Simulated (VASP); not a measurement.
# Band-edge properties of BiB (Fm-3m)

Aim: the gap of BiB, the masses at its band edges and their response to strain. The cell is generated by rule, not measured, and may not be a known phase.

Program: VASP 6.6.1. Level of theory: PBE; plane waves and PAW (B, Bi_d), in the first sound run; inputs show where later runs differ. Results are calculated unless marked as measured.

Most raw output is cut from this account.

The structure was built from a prototype and need not be the compound's stable phase.

### Step 1. The structure

Symmetry: Fm-3m, No. 225, cubic system. The conventional cell has a = 5.200 Å, b = 5.200 Å, c = 5.200 Å, α = 90.00°, β = 90.00°, γ = 90.00°. Nearest to B lie 6 Bi at 2.60 Å. Bi has 6 B at 2.60 Å nearest. Farther neighbours are not listed.

### Step 2. Relaxation of the atoms

The cell is kept as given; the atoms are relaxed first, so that no residual force shifts the band edges.

Contents of INCAR:

```
SYSTEM = BiB
PREC = Accurate
ENCUT = 420
EDIFF = 1E-06
NELM = 100
ISMEAR = 0
SIGMA = 0.02
LREAL = .FALSE.
ALGO = Normal
GGA = PE
NBANDS = 15
LORBIT = 11
LWAVE = .FALSE.
LCHARG = .FALSE.
KPAR = 4
IBRION = 2
NSW = 40
ISIF = 2
EDIFFG = -0.005
```

Contents of POSCAR:

```
BiB
1.0
    0.0000000000      2.6000000000      2.6000000000
    2.6000000000      0.0000000000      2.6000000000
    2.6000000000      2.6000000000      0.0000000000
B Bi
1 1
Direct
    0.0000000000      0.0000000000      0.0000000000
    0.5000000000      0.5000000000      0.5000000000
```

Contents of KPOINTS:

```
Automatic mesh
0
Gamma
10 10 10
0 0 0
```

The projector-augmented-wave data sets are B and Bi_d (PBE family, release 64).

Run with:

```bash
mpirun -np 4 vasp_std
```

Wall time 8.2 s (4 MPI ranks of AMD EPYC 7R43, shared host); peak memory 0.49 GiB; 30 s of CPU time.

The run keeps the 48 symmetry operations of its start, so it cannot find a distortion of lower symmetry.

The forces vanish from the start, and no atom moves.

Numbers from this step:

* SCF cycles: 13
* electrons: 18
* bands: 15
* irreducible k-points: 47
* symmetry operations: 48
* free energy (TOTEN): -8.162 eV
* energy at zero smearing: -8.161 eV
* Fermi energy: 8.623 eV
* pressure: 3.901 GPa
* metallic: yes

### Step 3. Bands on a dense mesh

A dense even mesh and a path are solved together, since either alone can miss a band edge.

INCAR: that of step 2 with these lines changed.

```diff
@@ -10,3 +10,3 @@
 GGA = PE
-NBANDS = 15
+NBANDS = 21
 LORBIT = 11
@@ -15,5 +15,2 @@
 KPAR = 4
-IBRION = 2
-NSW = 40
 ISIF = 2
-EDIFFG = -0.005
```

POSCAR is that of step 2.

Contents of KPOINTS:

```
Automatic mesh
0
Gamma
14 14 14
0 0 0
```

Contents of KPOINTS_OPT:

```
Line mode
24
Line-mode
Reciprocal
  0.00000000   0.00000000   0.00000000 GAMMA
  0.50000000   0.00000000   0.50000000 X

  0.50000000   0.00000000   0.50000000 X
  0.50000000   0.25000000   0.75000000 W

  0.50000000   0.25000000   0.75000000 W
  0.37500000   0.37500000   0.75000000 K

  0.37500000   0.37500000   0.75000000 K
  0.00000000   0.00000000   0.00000000 GAMMA

  0.00000000   0.00000000   0.00000000 GAMMA
  0.50000000   0.50000000   0.50000000 L

  0.50000000   0.50000000   0.50000000 L
  0.62500000   0.25000000   0.62500000 U

  0.62500000   0.25000000   0.62500000 U
  0.50000000   0.25000000   0.75000000 W

  0.50000000   0.25000000   0.75000000 W
  0.50000000   0.50000000   0.50000000 L

  0.50000000   0.50000000   0.50000000 L
  0.37500000   0.37500000   0.75000000 K

  0.62500000   0.25000000   0.62500000 U
  0.50000000   0.00000000   0.50000000 X
```

Run with:

```bash
mpirun -np 4 vasp_std
```

It took 45 s on 4 MPI ranks; peak memory 0.77 GiB.

This step gave:

```yaml
bands: 21
irreducible_k_points: 104
free_energy_toten: -8.174 eV
energy_at_zero_smearing: -8.174 eV
fermi_energy: 8.617 eV
pressure: 4.001 GPa
```

The electronic bands at the labelled points (eV, zero at the Fermi level; # counts the bands kept):

| point | #1 | #2 | #3 | #4 | #5 | #6 | #7 |
| --- | --- | --- | --- | --- | --- | --- | --- |
| Γ | -0.07 | -0.07 | -0.07 | 0.46 | 6.87 | 6.87 | 6.87 |
| 0.48 of the way | -3.26 | -1.63 | -1.63 | -0.14 | 5.25 | 5.95 | 7.17 |
| X | -6.35 | -3.95 | -2.97 | -2.97 | 4.04 | 8.78 | 8.78 |
| 0.52 of the way | -5.96 | -5.58 | -3.76 | -0.41 | 5.21 | 6.70 | 8.85 |
| W | -6.28 | -5.00 | -5.00 | 2.18 | 3.97 | 7.25 | 7.25 |
| 0.52 of the way | -6.52 | -5.49 | -3.56 | 0.77 | 5.15 | 6.45 | 8.17 |
| K | -6.64 | -5.63 | -2.12 | -0.77 | 5.79 | 6.73 | 8.41 |
| 0.52 of the way | -4.90 | -2.28 | 1.25 | 2.57 | 2.89 | 4.11 | 6.09 |
| Γ | -0.07 | -0.07 | -0.07 | 0.46 | 6.87 | 6.87 | 6.87 |
| 0.52 of the way | -5.03 | 0.23 | 0.23 | 2.66 | 4.13 | 4.13 | 4.29 |
| L | -8.51 | 1.08 | 1.08 | 1.99 | 1.99 | 2.95 | 3.07 |
| 0.48 of the way | -8.02 | -2.50 | -0.69 | 0.55 | 4.25 | 4.74 | 6.74 |
| U | -6.64 | -5.63 | -2.12 | -0.77 | 5.79 | 6.73 | 8.41 |
| 0.48 of the way | -6.52 | -5.49 | -3.56 | 0.77 | 5.15 | 6.45 | 8.17 |
| W | -6.28 | -5.00 | -5.00 | 2.18 | 3.97 | 7.25 | 7.25 |
| 0.48 of the way | -7.75 | -2.90 | -2.52 | 1.93 | 3.09 | 6.32 | 7.22 |
| L | -8.51 | 1.08 | 1.08 | 1.99 | 1.99 | 2.95 | 3.07 |
| 0.48 of the way | -8.02 | -2.50 | -0.69 | 0.55 | 4.25 | 4.74 | 6.74 |
| K | -6.64 | -5.63 | -2.12 | -0.77 | 5.79 | 6.73 | 8.41 |
| jump to U | -6.64 | -5.63 | -2.12 | -0.77 | 5.79 | 6.73 | 8.41 |
| 0.52 of the way | -6.18 | -5.17 | -2.77 | -1.94 | 4.58 | 8.21 | 8.55 |
| X | -6.35 | -3.95 | -2.97 | -2.97 | 4.04 | 8.78 | 8.78 |

Of the projections kept (B, Bi), the largest for each band there; the rest of the weight can lie on other orbitals:

```csv
point,#1,#2,#3,#4,#5,#6,#7
Γ,B 0.60,B 0.60,B 0.60,B 0.59,Bi 0.77,Bi 0.77,Bi 0.77
X,Bi 0.69,B 0.69,Bi 0.59,Bi 0.59,Bi 1.00,B 0.52,B 0.52
W,B 0.72,Bi 0.67,Bi 0.67,B 0.76,Bi 0.78,B 0.77,B 0.77
K,B 0.65,Bi 0.68,Bi 0.58,B 0.52,B 0.69,Bi 0.57,Bi 0.71
Γ,B 0.60,B 0.60,B 0.60,B 0.59,Bi 0.77,Bi 0.77,Bi 0.77
L,B 0.57,B 0.83,B 0.83,Bi 1.00,Bi 1.00,B 0.62,B 0.50
```

At 4.0 GPa the cell is away from the equilibrium volume of this level: left free, it would expand.

### Step 4. Bands with spin-orbit coupling

This step: PBE, spin-orbit coupling; plane waves and PAW (B, Bi_d); invented cell (VASP 6.6.1).

Spin-orbit coupling can split and shift the band edges, more so for heavy elements, so the bands are solved again with spinors.

INCAR: that of step 3 with these lines changed.

```diff
@@ -10,3 +10,8 @@
 GGA = PE
-NBANDS = 21
+LNONCOLLINEAR = .TRUE.
+MAGMOM = 0 0 0 0 0 0
+NBANDS = 30
+GGA_COMPAT = .FALSE.
+LASPH = .TRUE.
+LSORBIT = .TRUE.
 LORBIT = 11
```

POSCAR is that of step 3.

Contents of KPOINTS:

```
Automatic mesh
0
Gamma
10 10 10
0 0 0
```

KPOINTS_OPT: that of step 3 with these lines changed.

```diff
@@ -1,3 +1,3 @@
 Line mode
-24
+16
 Line-mode
```

Run with:

```bash
mpirun -np 4 vasp_ncl
```

The job ended after 84 s (4 MPI ranks; peak memory 1 GiB; 5.5 min of CPU time).

LASPH is on here and off in the session's scalar semilocal runs, so a comparison with those holds both changes.

Numbers from this step:

```
SCF cycles              : 12
bands                   : 30
irreducible k-points    : 47
free energy (TOTEN)     : -8.842 eV
energy at zero smearing : -8.841 eV
Fermi energy            : 8.593 eV
pressure                : 4.697 GPa
```

The spin moment in the PAW sphere vanishes on all atoms.

On-site spin-orbit energy by atom:

```csv
atom,on-site spin-orbit energy (eV)
B1,0.00
Bi2,-1.43
```

The electronic bands at the labelled points (eV, zero at the Fermi level; # counts the bands kept):

```csv
point,#1,#2,#3,#4,#5,#6,#7,#8
Γ,-0.88,-0.88,0.17,0.17,0.17,0.17,0.46,0.46
0.47 of the way,-3.31,-3.31,-2.05,-2.05,-1.27,-1.27,0.09,0.09
X,-6.46,-6.46,-3.96,-3.96,-3.33,-3.33,-2.64,-2.64
0.47 of the way,-6.21,-6.21,-5.40,-5.40,-3.62,-3.62,-0.76,-0.76
W,-6.40,-6.40,-5.34,-5.34,-4.69,-4.69,2.17,2.17
0.53 of the way,-6.63,-6.63,-5.54,-5.54,-3.51,-3.51,0.70,0.70
K,-6.75,-6.75,-5.66,-5.66,-2.16,-2.16,-0.75,-0.75
0.53 of the way,-4.86,-4.86,-2.29,-2.29,1.19,1.19,2.34,2.34
Γ,-0.88,-0.88,0.17,0.17,0.17,0.17,0.46,0.46
0.53 of the way,-5.21,-5.21,-0.17,-0.17,0.43,0.43,2.56,2.56
L,-8.57,-8.57,0.85,0.85,1.01,1.01,1.09,1.09
0.47 of the way,-8.11,-8.11,-2.54,-2.54,-0.67,-0.67,0.59,0.59
U,-6.75,-6.75,-5.66,-5.66,-2.16,-2.16,-0.75,-0.75
0.47 of the way,-6.63,-6.63,-5.54,-5.54,-3.51,-3.51,0.70,0.70
W,-6.40,-6.40,-5.34,-5.34,-4.69,-4.69,2.17,2.17
0.53 of the way,-7.96,-7.96,-2.73,-2.73,-1.97,-1.97,1.86,1.86
L,-8.57,-8.57,0.85,0.85,1.01,1.01,1.09,1.09
0.47 of the way,-8.11,-8.11,-2.54,-2.54,-0.67,-0.67,0.59,0.59
K,-6.75,-6.75,-5.66,-5.66,-2.16,-2.16,-0.75,-0.75
jump to U,-6.75,-6.75,-5.66,-5.66,-2.16,-2.16,-0.75,-0.75
0.47 of the way,-6.30,-6.30,-5.33,-5.33,-2.79,-2.79,-1.75,-1.75
X,-6.46,-6.46,-3.96,-3.96,-3.33,-3.33,-2.64,-2.64
```

Of the projections kept (B, Bi), the largest for each band there; the rest of the weight can lie on other orbitals:

```csv
point,#1,#2,#3,#4,#5,#6,#7,#8
Γ,Bi 0.55,Bi 0.55,B 0.66,B 0.66,B 0.66,B 0.66,B 0.59,B 0.59
X,Bi 0.70,Bi 0.70,B 0.69,B 0.69,Bi 0.61,Bi 0.61,Bi 0.55,Bi 0.55
W,B 0.67,B 0.67,Bi 0.63,Bi 0.63,Bi 0.65,Bi 0.65,B 0.76,B 0.76
K,B 0.61,B 0.61,Bi 0.65,Bi 0.65,Bi 0.58,Bi 0.58,B 0.53,B 0.53
Γ,Bi 0.55,Bi 0.55,B 0.66,B 0.66,B 0.66,B 0.66,B 0.59,B 0.59
L,B 0.57,B 0.57,Bi 0.93,Bi 0.93,B 0.83,B 0.83,B 0.84,B 0.84
```

### Step 5. Orbitals for bands with HSE06

This step: PBE; plane waves and PAW (B, Bi_d); invented cell (VASP 6.6.1).

The hybrid starts from PBE orbitals, which saves many expensive cycles.

Contents of INCAR:

```
SYSTEM = BiB
PREC = Accurate
ENCUT = 420
EDIFF = 1E-05
NELM = 100
ISMEAR = 0
SIGMA = 0.02
LREAL = .FALSE.
ALGO = Normal
GGA = PE
NBANDS = 15
LORBIT = 11
LWAVE = .TRUE.
LCHARG = .FALSE.
KPAR = 4
```

POSCAR is that of step 4.

Contents of KPOINTS:

```
Automatic mesh
0
Gamma
6 6 6
0 0 0
```

Run with:

```bash
mpirun -np 4 vasp_std
```

Elapsed: 3.2 s, on 4 MPI ranks; peak memory 0.48 GiB.

The k-mesh is coarse for a metal.

This step gave:

```
SCF cycles              : 11
bands                   : 15
irreducible k-points    : 16
free energy (TOTEN)     : -8.144 eV
energy at zero smearing : -8.144 eV
Fermi energy            : 8.646 eV
pressure                : 4.312 GPa
```

The run ends at a pressure of 4.31 GPa.

### Step 6. Bands with HSE06

This step: HSE06; plane waves and PAW (B, Bi_d); invented cell (VASP 6.6.1).

A quarter of screened exact exchange corrects much of the semilocal gap error; its cost forces a coarser mesh.

Contents of INCAR:

```
SYSTEM = BiB
PREC = Accurate
ENCUT = 420
EDIFF = 1E-06
NELM = 100
ISMEAR = 0
SIGMA = 0.02
LREAL = .FALSE.
ALGO = Normal
LHFCALC = .TRUE.
AEXX = 0.25
GGA = PE
HFSCREEN = 0.2
LASPH = .TRUE.
NBANDS = 15
PRECFOCK = Fast
LORBIT = 11
LWAVE = .FALSE.
LCHARG = .FALSE.
KPAR = 4
ISIF = 2
```

POSCAR is that of step 5.

KPOINTS is that of step 5.

KPOINTS_OPT: that of step 4 with these lines changed.

```diff
@@ -1,3 +1,3 @@
 Line mode
-16
+8
 Line-mode
```

The WAVECAR or CHGCAR of an earlier step is read.

Run with:

```bash
mpirun -np 4 vasp_std
```

The job ended after 14 min (4 MPI ranks; peak memory 0.99 GiB; 54 min of CPU time).

The PAW data sets were made with PBE, which is usual practice but a small mismatch for other functionals.

This step gave:

* SCF cycles: 8
* free energy (TOTEN): -9.379 eV
* energy at zero smearing: -9.379 eV
* Fermi energy: 8.547 eV
* pressure: 1.607 GPa

Electronic bands along the path, in eV, zero at the Fermi level; # counts the bands kept:

| point | #1 | #2 | #3 | #4 | #5 | #6 | #7 |
| --- | --- | --- | --- | --- | --- | --- | --- |
| Γ | -0.15 | -0.13 | -0.11 | 0.62 | 7.67 | 7.67 | 7.67 |
| 0.43 of the way | -3.42 | -1.68 | -1.67 | 0.69 | 5.90 | 6.08 | 7.87 |
| X | -7.26 | -4.65 | -3.45 | -3.45 | 4.34 | 9.85 | 9.85 |
| 0.43 of the way | -6.96 | -6.23 | -4.09 | -1.16 | 5.26 | 8.17 | 10.14 |
| W | -7.40 | -5.74 | -5.74 | 2.57 | 4.38 | 7.99 | 7.99 |
| 0.57 of the way | -7.66 | -6.32 | -3.91 | 0.66 | 5.94 | 7.07 | 9.19 |
| K | -7.77 | -6.46 | -2.46 | -0.89 | 6.42 | 7.54 | 9.20 |
| 0.57 of the way | -5.09 | -2.25 | 1.28 | 3.30 | 3.56 | 4.49 | 6.70 |
| Γ | -0.15 | -0.13 | -0.11 | 0.62 | 7.67 | 7.67 | 7.67 |
| 0.57 of the way | -6.37 | 0.30 | 0.31 | 3.12 | 4.24 | 4.24 | 4.66 |
| L | -9.85 | 1.22 | 1.22 | 2.18 | 2.18 | 3.34 | 3.58 |
| 0.43 of the way | -9.41 | -2.41 | -0.61 | 0.81 | 4.44 | 5.12 | 7.18 |
| U | -7.77 | -6.46 | -2.46 | -0.89 | 6.42 | 7.54 | 9.20 |
| 0.43 of the way | -7.66 | -6.32 | -3.91 | 0.66 | 5.94 | 7.07 | 9.19 |
| W | -7.40 | -5.74 | -5.74 | 2.57 | 4.38 | 7.99 | 7.99 |
| 0.43 of the way | -8.83 | -3.73 | -3.35 | 2.31 | 3.55 | 7.44 | 8.28 |
| L | -9.85 | 1.22 | 1.22 | 2.18 | 2.18 | 3.34 | 3.58 |
| 0.43 of the way | -9.41 | -2.41 | -0.61 | 0.81 | 4.44 | 5.12 | 7.18 |
| K | -7.77 | -6.46 | -2.46 | -0.89 | 6.42 | 7.54 | 9.20 |
| jump to U | -7.77 | -6.46 | -2.46 | -0.89 | 6.42 | 7.54 | 9.20 |
| 0.57 of the way | -7.11 | -5.87 | -3.27 | -2.40 | 4.83 | 9.33 | 9.61 |
| X | -7.26 | -4.65 | -3.45 | -3.45 | 4.34 | 9.85 | 9.85 |

Of the projections kept (B, Bi), the largest for each band there; the rest of the weight can lie on other orbitals:

| point | #1 | #2 | #3 | #4 | #5 | #6 | #7 |
| --- | --- | --- | --- | --- | --- | --- | --- |
| Γ | B 0.58 | B 0.58 | B 0.58 | B 0.57 | Bi 0.77 | Bi 0.77 | Bi 0.77 |
| X | Bi 0.70 | B 0.66 | Bi 0.60 | Bi 0.60 | Bi 1.00 | B 0.52 | B 0.52 |
| W | B 0.72 | Bi 0.67 | Bi 0.67 | B 0.74 | Bi 0.78 | B 0.74 | B 0.74 |
| K | B 0.65 | Bi 0.69 | Bi 0.59 | B 0.50 | B 0.67 | Bi 0.58 | Bi 0.69 |
| Γ | B 0.58 | B 0.58 | B 0.58 | B 0.57 | Bi 0.77 | Bi 0.77 | Bi 0.77 |
| L | B 0.58 | B 0.82 | B 0.82 | Bi 1.00 | Bi 1.00 | B 0.61 | Bi 0.53 |

### Step 7. What came out

| Property | Result |
| --- | --- |
| gap, PBE | none |
| gap with spin-orbit coupling | none |
| gap, HSE06 without spin-orbit coupling | none |

At this level the bands overlap or touch. Masses were not obtained, since there is no gap at this level. The strain response was not obtained, since there is no gap at this level.

[Lines on the potential files, build, host, timing and source positions are cut from VASP's logs without a mark.]

[Logs are printed without paths, hosts, clocks, repeated set-up lines and the standing remarks that a program may print on its own settings, such as how far it seeks lower states.]

[Hosts, paths, dates, database ids (printed as entryN), source tags and the programs' standing remarks are cut or masked in the printed files.]

[In band tables of VASP the shares of atoms and orbitals are scaled to a sum of 1 inside the atoms' spheres.]

[Gaps and slopes under strain along one axis are those of the sampled path and mesh points; where strain splits equal valleys, another of them can be the edge.]
